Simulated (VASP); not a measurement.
Given:

```xyz
2
Lattice="0.0000 2.7784 2.7784 2.7784 0.0000 2.7784 2.7784 2.7784 0.0000" Properties=species:S:1:pos:R:3 pbc="T T T"
Ga     0.0000     0.0000     0.0000
P      1.3892     1.3892     1.3892
```

The numbers are results of r2SCAN meta-GGA, VASP's PBE PAW potentials (set 64) (plane waves; VASP), not measurements. Settings: 520 eV cut-off, 8×8×8 Γ-centred mesh, Gaussian smearing of 0.050 eV, potentials Ga_d P.

### Question
Give the stress tensor in GPa (positive for a compressed cell).

### Answer

```
-4.48   0.00   0.00
 0.00  -4.48   0.00
 0.00   0.00  -4.48
```
The pressure is its mean diagonal, -4.48 GPa.

The compound is GaP in the zinc blende structure. This cell is one point of a volume scan, at 1.06 of the reference volume.
